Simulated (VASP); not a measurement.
Computed with PBE GGA, VASP's PBE PAW potentials (set 64) (plane waves; VASP 6.6.1).

VASP input:

### KPOINTS
```
K-points
0
gamma
 11 11 11
0 0 0
```

INCAR:
```
SYSTEM = RuAl
PREC = Accurate; ENCUT = 400; LREAL = .FALSE.
LASPH = .TRUE.
EDIFF = 1E-6; NELM = 100; ALGO = VeryFast
LMAXMIX = 4
ISMEAR = 1; SIGMA = 0.1
GGA = PE
ISIF = 2
LWAVE = .FALSE.; LCHARG = .FALSE.
```

### POSCAR
```
RuAl
1
    2.9900000000     0.0000000000     0.0000000000
    0.0000000000     2.9900000000     0.0000000000
    0.0000000000     0.0000000000     2.9900000000
Al Ru
1 1
Direct
  0.5000000000   0.5000000000   0.5000000000
  0.0000000000   0.0000000000   0.0000000000
```

POTCAR, in this order: Al Ru_pv (PBE.64 set). Program: vasp_std.

**Question.** Estimate the energy per atom (σ→0), pressure, band gap (on the k-mesh).

**Answer.** 
```json
{
  "energy per atom (σ→0)": "-7.122 eV/atom",
  "band gap (on the k-mesh)": "none (metal, semimetal or under 0.01 eV)",
  "pressure": "2.38 GPa"
}
```

**OSZICAR**
```
...
RMM:  13    -0.143303128620E+02    0.58835E+00   -0.36438E+00  2688   0.172E+01    0.238E+00
RMM:  14    -0.142585283425E+02    0.71785E-01   -0.20967E-01  2431   0.417E+00    0.198E+00
RMM:  15    -0.142452458209E+02    0.13283E-01   -0.14362E-02  1821   0.105E+00    0.192E-01
RMM:  16    -0.142450937242E+02    0.15210E-03   -0.74500E-04  1557   0.323E-01    0.118E-01
RMM:  17    -0.142451039192E+02   -0.10195E-04   -0.15509E-04  1576   0.153E-01    0.167E-02
RMM:  18    -0.142451047802E+02   -0.86101E-06   -0.32840E-05  1622   0.655E-02    0.173E-02
RMM:  19    -0.142451039910E+02    0.78929E-06   -0.62466E-06  1347   0.257E-02
   1 F= -.14245104E+02 E0= -.14244666E+02  d E =-.131387E-02
```

The compound is RuAl in the CsCl type structure. The cell was not relaxed at this level. The run is one of a series of settings (ALGO = VeryFast against the base run), some of them coarse on purpose. The electron count is odd and the run is not spin-polarised, which forces a metal.
